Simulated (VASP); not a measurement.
VASP runs on BaF$_{2}$ (space group Fm-3m) share one base input (PBE GGA, plane waves, VASP's PBE PAW potentials (set 64)) and change the settings named in each case.

INCAR:
```
SYSTEM = BaF2
PREC = Accurate; ENCUT = 400; LREAL = F
LASPH = T
EDIFF = 1E-6; NELM = 100; ALGO = Normal
LMAXMIX = 4
ISMEAR = -1; SIGMA = 0.02
GGA = PE
ISIF = 2
LWAVE = F; LCHARG = F
```

File POSCAR:
```
BaF2
1
    0.0000000000     3.1000000000     3.1000000000
    3.1000000000     0.0000000000     3.1000000000
    3.1000000000     3.1000000000     0.0000000000
Ba F
1 2
Direct
  0.0000000000   0.0000000000   0.0000000000
  0.2500000000   0.2500000000   0.2500000000
  0.7500000000   0.7500000000   0.7500000000
```

**KPOINTS**
```
Automatic mesh
0
Gamma
5 5 5
0 0 0
```

POTCAR, in this order: Ba_sv F (PBE.64 set). Program: vasp_std.

```
change                                                                                                                          E(σ→0) (eV/atom)  pressure (GPa)
------------------------------------------------------------------------------------------------------------------------------  ----------------  --------------
base run                                                                                                                                 -5.7157           -3.61
GGA removed, POTCAR Ba_sv F (LDA.64 set)                                                                                                 -6.2112           -9.26
GGA_COMPAT = .FALSE., LNONCOLLINEAR = .TRUE., LSORBIT = .TRUE., MAGMOM = 0.0 0.0 0.0 0.0 0.0 0.0 0.0 0.0 0.0, program vasp_ncl           -5.7793           -3.62
KPOINTS 1×1×1 Γ-centred mesh                                                                                                             -6.0700          -13.92
```
 Energies of different potentials or functionals have different zeros.  Unless said otherwise, spin-orbit coupling is left out, though it shifts the bands of the heavy elements here. At 400 eV the pressure can carry a Pulay error.

Left out are runs that ran out of time, are held back, or changed the cell or the kind of run, fixed moments of cells without a moment, rows past the twelfth, gaps on odd meshes, pressures of charged cells and columns that move by less than the noise.

The structure is a typed BaF2 crystal. The cell was not relaxed at this level.
